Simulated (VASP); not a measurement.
VASP runs on MnO (space group R3m) share one base input (PBE GGA, plane waves, VASP's PBE PAW potentials (set 64)) and change the settings named in each case.

**POSCAR**
```
MnO
1
    1.4787150000     0.8537360000     2.5308120000
   -1.4787150000     0.8537360000     2.5308120000
    0.0000000000    -1.7074720000     2.5308120000
Mn O
1 1
Direct
  0.7624000000   0.7624000000   0.7624000000
  0.2376000000   0.2376000000   0.2376000000
```

File KPOINTS:
```
Automatic mesh
0
Gamma
9 9 9
0 0 0
```

### INCAR
```
SYSTEM = MnO
PREC = Accurate; ENCUT = 400; LREAL = .FALSE.
LASPH = .TRUE.
EDIFF = 1E-6; NELM = 100; ALGO = Normal
LMAXMIX = 4
ISMEAR = -1; SIGMA = 0.1
GGA = PE
MAGMOM = 4.0 0.0
ISPIN = 2
ISIF = 2
LWAVE = .FALSE.; LCHARG = .FALSE.; LORBIT = 11
```

POTCAR, in this order: Mn_pv O (PBE.64 set). Program: vasp_std.

| change | E(σ→0) (eV/atom) | pressure (GPa) | largest force (eV/Å) | moment (μB) | −TS (eV) |
|---|---|---|---|---|---|
| base run | -8.0519 | 15.57 | 1.477 | 4.26 | -0.0471 |
| GGA removed, POTCAR Mn_pv O (LDA.64 set) | -8.8392 | [?] | [?] | [?] | [?] |
| KPOINTS 3×3×3 Γ-centred mesh | -8.0234 | 22.24 | 1.441 | 4.55 | -0.0596 |
| LDAU = .TRUE., LDAUJ = 0 0, LDAUL = 2 -1, LDAUTYPE = 2, LDAUU = 7.0 0 | -7.1551 | [?] | [?] | [?] | [?] |

Question: What belongs in the gaps?

Answer: 
- GGA removed, POTCAR Mn_pv O (LDA.64 set), pressure (GPa): -8.33
- GGA removed, POTCAR Mn_pv O (LDA.64 set), largest force (eV/Å): 1.208
- GGA removed, POTCAR Mn_pv O (LDA.64 set), moment (μB): 3.90
- GGA removed, POTCAR Mn_pv O (LDA.64 set), −TS (eV): -0.0448
- LDAU = .TRUE., LDAUJ = 0 0, LDAUL = 2 -1, LDAUTYPE = 2, LDAUU = 7.0 0, pressure (GPa): 40.13
- LDAU = .TRUE., LDAUJ = 0 0, LDAUL = 2 -1, LDAUTYPE = 2, LDAUU = 7.0 0, largest force (eV/Å): 1.745
- LDAU = .TRUE., LDAUJ = 0 0, LDAUL = 2 -1, LDAUTYPE = 2, LDAUU = 7.0 0, moment (μB): 5.00
- LDAU = .TRUE., LDAUJ = 0 0, LDAUL = 2 -1, LDAUTYPE = 2, LDAUU = 7.0 0, −TS (eV): 0.0000

Energies of different potentials or functionals have different zeros.  The moments were started parallel, and other spin orders were not tried in this run. At 400 eV the pressure can carry a Pulay error.

Left out are runs that ran out of time, are held back, or changed the cell or the kind of run, fixed moments of cells without a moment, rows past the twelfth, gaps on odd meshes, pressures of charged cells and columns that move by less than the noise.

The structure was generated: MnO was put into an ordered model structure, which need not be its known phase. The cell was not relaxed at this level, forces remain on its atoms, its lattice was scaled by up to 2.5 %.
